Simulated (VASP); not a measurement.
An input for Ansatz (written as the equivalent of a VASP run, and not itself run):

Ansatz 0.2 input:
```yaml
crystal:
  lattice:
    - [3.8637528, 0.0000000, 0.0000000]
    - [0.0000000, 3.8637528, 0.0000000]
    - [0.0000000, 0.0000000, 3.8637528]
  atoms:
    - { symbol: Sr, position: [0.0000000, 0.0000000, 0.0000000] }
    - { symbol: V, position: [0.5000000, 0.5000000, 0.5000000] }
    - { symbol: O, position: [0.5000000, 0.0000000, 0.5000000] }
    - { symbol: O, position: [0.0000000, 0.5000000, 0.5000000] }
    - { symbol: O, position: [0.5000000, 0.5000000, 0.0000000] }
kpoints:
  mp_grid: { grid: [8, 8, 8] }
hamiltonian:
  xc: pbe
  pseudopotentials: { kind: paw }
scf:
  occupations: { method: methfessel_paxton, width: 0.1 }
  max_iter: 100
relax:
  max_steps: 40
  f_tol: 0.02
  cell: { p_target: 5 }
output: { forces: true, stress: true, eigenvalues: true }
```

Problem. Translate this input to VASP (INCAR, KPOINTS, POSCAR, choice of POTCAR).

Solution. One answer among several that fit: 
INCAR:
```
SYSTEM=SrVO3
PREC=Accurate; ENCUT=620; LREAL=F
LASPH=T
EDIFF=1E-6; NELM=100; ALGO=Normal
LMAXMIX=4
ISMEAR=1; SIGMA=0.1
GGA=PE
IBRION=2; NSW=40; ISIF=3
EDIFFG=-0.02; PSTRESS=50
LWAVE=F; LCHARG=F
```

POSCAR:
```
SrVO3
1
    3.8637527914     0.0000000000     0.0000000000
    0.0000000000     3.8637527914     0.0000000000
    0.0000000000     0.0000000000     3.8637527914
Sr V O
1 1 3
Direct
  0.0000000000   0.0000000000   0.0000000000
  0.5000000000   0.5000000000   0.5000000000
  0.5000000000   0.0000000000   0.5000000000
  0.0000000000   0.5000000000   0.5000000000
  0.5000000000   0.5000000000   0.0000000000
```

File KPOINTS:
```
Automatic mesh
0
Gamma
8 8 8
0 0 0
```

POTCAR, in this order: Sr_sv V_sv O (PBE.64 set). Program: vasp_std.

Limits of the translation: each code has its own PAW files, so the cut-off isn't converted (ENCUT is set for VASP's; basis.ecutwfc is left out, and Ansatz then takes the one that its files recommend); Ansatz stops its SCF on the density residual and VASP on the energy change (EDIFF).

The compound is SrVO3 in the cubic perovskite structure. This run relaxes it under an external pressure of 5 GPa. Symmetry was kept, so distortions that lower it aren't found.
